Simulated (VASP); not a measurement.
Consider the following.

```yaml
crystal:
  lattice:
    - [-2.67000, 2.67000, 2.67000]
    - [2.67000, -2.67000, 2.67000]
    - [2.67000, 2.67000, -2.67000]
  atoms:
    - { symbol: K, position: [0.00000, 0.00000, 0.00000] }
```

Calculation: r2SCAN meta-GGA, VASP's PBE PAW potentials (set 64) (plane waves; VASP). Settings: 400 eV cut-off, 11×11×11 Γ-centred mesh, tetrahedra with Blöchl corrections, potentials K_sv.

Task: Give the energies of bands 5 to 7 at the high-symmetry points, in eV from the Fermi level.

Result: 
| band | Γ | H | N | P |
|---|---|---|---|---|
| 5 | -2.29 | 1.77 | 0.54 | 1.49 |
| 6 | 4.69 | 1.77 | 0.59 | 1.49 |
| 7 | 4.69 | 3.64 | 3.44 | 1.49 |

It has no gap at this level: it comes out as a metal or semimetal.

The compound is K in the bcc structure. It was relaxed first.
